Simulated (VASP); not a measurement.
Input:

```yaml
crystal:
  lattice:
    - [4.86311, 0.00000, 0.00000]
    - [0.00000, 4.86311, 0.00000]
    - [0.00000, 0.00000, 3.25519]
  atoms:
    - { symbol: Sn, position: [0.00000, 0.00000, 0.00000] }
    - { symbol: Sn, position: [0.50000, 0.50000, 0.50000] }
    - { symbol: O, position: [0.30678, 0.30678, 0.00000] }
    - { symbol: O, position: [0.80678, 0.19322, 0.50000] }
    - { symbol: O, position: [0.19322, 0.80678, 0.50000] }
    - { symbol: O, position: [0.69322, 0.69322, 0.00000] }
```

Method: revPBE GGA, VASP's PBE PAW potentials (set 64) (plane waves; VASP 6.6.1). Numerical set-up: 520 eV cut-off, Gaussian smearing of 0.050 eV, potentials Sn_d O.

Unless said otherwise, spin-orbit coupling is left out, though it shifts the bands of the heavy elements here.

### Question
Predict the band gap (along the path) with the smallest direct gap where there is one.

### Answer

```yaml
band gap (along the path): 0.53 eV
smallest direct gap (along the path): 0.53 eV
```

Only differences to runs with the same potentials and settings are physical.

The compound is SnO2 in the rutile structure. It was relaxed first, which changed the volume by +7 %.
